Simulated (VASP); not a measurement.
Calculation: revTPSS meta-GGA, VASP's PBE PAW potentials (set 64) (plane waves; VASP 6.6.1).

VASP ran on this input.

### INCAR
```
! general
SYSTEM   =  Dy
PREC     =  Accurate
ENCUT    =  520
LREAL    =  .False.   ! projection in real space or not
LASPH    =  .True.   ! aspherical one-centre terms

! electronic loop
EDIFF    =  1E-7   ! SCF stop (eV)
NELM     =  100   ! most electronic steps
ALGO     =  Normal
LMAXMIX  =  6   ! l cut-off of mixed one-centre charges
LMIXTAU  =  .True.

! smearing
ISMEAR   =  1   ! Methfessel-Paxton
SIGMA    =  0.1

! functional
METAGGA  =  RTPSS

! ions
IBRION   =  2   ! conjugate gradients
NSW      =  30
ISIF     =  4   ! ions and shape, fixed volume
EDIFFG   =  -0.01   ! ionic stop

! output
LWAVE    =  .False.
LCHARG   =  .False.
```

File POSCAR:
```
Dy
1.0
  1.7886921007  -3.0981054001   0.0000000000
  1.7886921007   3.0981054001   0.0000000000
  0.0000000000   0.0000000000   5.5136713844
Dy
2
Cart
  1.7886921007   1.0327038654   1.3784178461
  1.7886921007  -1.0327038654   4.1352535383
```

File KPOINTS:
```
Automatic mesh
0
Gamma
12 12 7
0 0 0
```

POTCAR, in this order: Dy_3 (PBE.64 set). Program: vasp_std.

The 4f electrons are frozen in the core of the lanthanide potential, so 4f levels, which can set the real gap, and their magnetism are missing.

Question: What does the run give for the energy per atom (σ→0), band gap (on the k-mesh)?

Answer: 
The energy per atom (σ→0) is 27.430 eV/atom and the band gap (on the k-mesh) is none (metal, semimetal or under 0.01 eV).

### OSZICAR
```
...
DAV:   3     0.548601963980E+02    0.61698E-03   -0.13889E-03  2381   0.292E-01    0.116E-01
DAV:   4     0.548603631052E+02    0.16671E-03   -0.25265E-04  2357   0.149E-01    0.194E-02
DAV:   5     0.548602317652E+02   -0.13134E-03   -0.18907E-04  2026   0.142E-01    0.247E-02
DAV:   6     0.548602032929E+02   -0.28472E-04   -0.17139E-05  2166   0.361E-02    0.190E-03
DAV:   7     0.548602035733E+02    0.28044E-06   -0.19387E-06  2581   0.101E-02    0.270E-03
DAV:   8     0.548602026174E+02   -0.95593E-06   -0.62700E-07  2156   0.639E-03    0.128E-03
DAV:   9     0.548602025371E+02   -0.80336E-07   -0.32304E-08  1148   0.198E-03
   3 F= 0.54860203E+02 E0= 0.54860409E+02  d E =-.234548E-02
```

The compound is Dy in the hcp structure. This run relaxes it. Symmetry was kept, so distortions that lower it aren't found.
